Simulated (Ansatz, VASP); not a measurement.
**CsSrF3 in VASP and in Ansatz**

The input INCAR:

```
SYSTEM = CsSrF3
ALGO     = Normal         ! electronic algorithm
EDIFF    = 1E-6           ! SCF threshold, eV
ENCUT    = 520            ! plane-wave cutoff, eV
ISIF     = 2              ! what is computed and relaxed
ISMEAR   = 0              ! smearing method
LASPH    = .TRUE.         ! aspherical terms in the spheres
LCHARG   = .FALSE.        ! write CHGCAR
LREAL    = .FALSE.        ! projectors in reciprocal space
LWAVE    = .FALSE.        ! write WAVECAR
NBANDS   = 28             ! bands
NELM     = 80             ! most SCF steps
PREC     = Accurate       ! precision mode
SIGMA    = 0.05           ! smearing width, eV
```

The input KPOINTS:

```
k-points
0
G
  6 6 6
  0 0 0
```

POSCAR

```
CsSrF3
1.0
    4.9222907805      0.9312442017      0.9312442017
    0.9312442017      4.9222907805      0.9312442017
    0.9312442017      0.9312442017      4.9222907805
Cs Sr F
1 1 3
Direct
    0.0000000000      0.0000000000      0.0000000000
    0.5000000000      0.5000000000      0.5000000000
    0.0000000000      0.5000000000      0.5000000000
    0.5000000000      0.0000000000      0.5000000000
    0.5000000000      0.5000000000      0.0000000000
```

Input for Ansatz:

```yaml
crystal:
  lattice:
    - [4.9222907805, 0.9312442017, 0.9312442017]
    - [0.9312442017, 4.9222907805, 0.9312442017]
    - [0.9312442017, 0.9312442017, 4.9222907805]
  atoms:
    - { symbol: Cs, position: [0.0, 0.0, 0.0] }
    - { symbol: Sr, position: [0.5, 0.5, 0.5] }
    - { symbol: F, position: [0.0, 0.5, 0.5] }
    - { symbol: F, position: [0.5, 0.0, 0.5] }
    - { symbol: F, position: [0.5, 0.5, 0.0] }
basis:
  ecutwfc: 420
kpoints:
  mp_grid: { grid: [6, 6, 6] }
hamiltonian:
  xc: lda
scf:
  occupations: { method: gaussian, width: 0.05 }
output:
  forces: true
  stress: true
  eigenvalues: true
```

Alike in both runs: task single point; functional LDA; k mesh 6 × 6 × 6; occupations gaussian, width 0.05 eV; no spin polarisation.

```csv
,VASP,Ansatz
version,VASP 6.6.1,Ansatz 0.2.0
potentials or method,"VASP PAW LDA potentials, release 64 (Cs_sv, Sr_sv, F)","scalar-relativistic, plane waves, PAW"
plane-wave cutoff (eV),520,420
valence electrons in the cell,40,40
```

|  | VASP | Ansatz | Ansatz less VASP |
| --- | --- | --- | --- |
| gap on the k mesh at the Fermi level (eV) | 3.50 | 3.54 | +0.036 |
| least direct gap on the mesh (eV) | 3.50 | 3.54 | +0.036 |
| pressure (GPa) | -3.2 | -3.5 | -0.23 |
| largest component of the traceless stress (GPa) | 6.09 | 6.05 | -0.041 |

Caveats: spin-orbit coupling is left out, which moves the levels of the heavy elements. A k mesh can miss the band edges.
